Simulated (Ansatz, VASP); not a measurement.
# One calculation of BaPt2O3, two programs

Contents of INCAR:

```
SYSTEM = BaPt2O3
  PREC = Accurate
  ENCUT = 520
  EDIFF = 1E-7
  ISMEAR = 0
  SIGMA = 0.1
  LREAL = .FALSE.
  LASPH = .TRUE.
  NELM = 100
  ALGO = Normal
  ISIF = 2
  LWAVE = .FALSE.
  LCHARG = .FALSE.
  GGA = PE
  NBANDS = 33
```

KPOINTS

```
Automatic mesh
0
G
  3 3 6
  0 0 0
```

POSCAR

```
BaPt2O3
1.0
    5.8166423300      0.0000000000      0.0000000000
   -2.9083211600      5.0373600200      0.0000000000
    0.0000000000      0.0000000000      3.1489301300
Ba Pt O
1 2 3
Direct
    0.0000000000      0.0000000000      0.0000000000
    0.3333333300      0.6666666700      0.0000000000
    0.6666666700      0.3333333300      0.0000000000
    0.5000000000      0.0000000000      0.5000000000
    0.5000000000      0.5000000000      0.5000000000
    0.0000000000      0.5000000000      0.5000000000
```

Input for Ansatz:

```yaml
crystal:
  lattice:
    - [5.81664233, 0.0, 0.0]
    - [-2.90832116, 5.03736002, 0.0]
    - [0.0, 0.0, 3.14893013]
  atoms:
    - { symbol: Ba, position: [0.0, 0.0, 0.0] }
    - { symbol: Pt, position: [0.33333333, 0.66666667, 0.0] }
    - { symbol: Pt, position: [0.66666667, 0.33333333, 0.0] }
    - { symbol: O, position: [0.5, 0.0, 0.5] }
    - { symbol: O, position: [0.5, 0.5, 0.5] }
    - { symbol: O, position: [0.0, 0.5, 0.5] }
basis:
  ecutwfc: 420
kpoints:
  mp_grid: { grid: [3, 3, 6] }
hamiltonian:
  xc: pbe
scf:
  occupations: { method: gaussian, width: 0.1 }
  lower_state_search: "off"
output:
  forces: true
  stress: true
  eigenvalues: true
```

Change from the starting cell: species swapped into the SmB2Ru3 type (P6/mmm, No. 191).

Alike in both runs: task single point; functional PBE; k mesh 3 × 3 × 6; occupations gaussian, width 0.1 eV; no spin polarisation.

```csv
,VASP,Ansatz
version,VASP 6.6.1,Ansatz 0.2.0
potentials or method,"VASP PAW PBE potentials, release 64 (Ba_sv, Pt, O)","scalar-relativistic, plane waves, PAW"
plane-wave cutoff (eV),520,420
valence electrons in the cell,48,64
```

```csv
,VASP,Ansatz,Ansatz less VASP
gap on the k mesh at the Fermi level (eV),none,none,-
pressure (GPa),-3.6,-4.4,-0.77
largest component of the traceless stress (GPa),11.27,11.31,+0.038
```

A gap of «none» marks a metal or a gap that the smearing closes. The functional is the same, so the differences come from potentials, cutoffs and numerics. The two sets of potentials don't hold the same shells in valence.

Caveats: the k mesh is coarse (spacing up to 0.42 Å⁻¹), so the values aren't converged. The runs have no spin-orbit coupling, so splittings on Ba, Pt are missing.
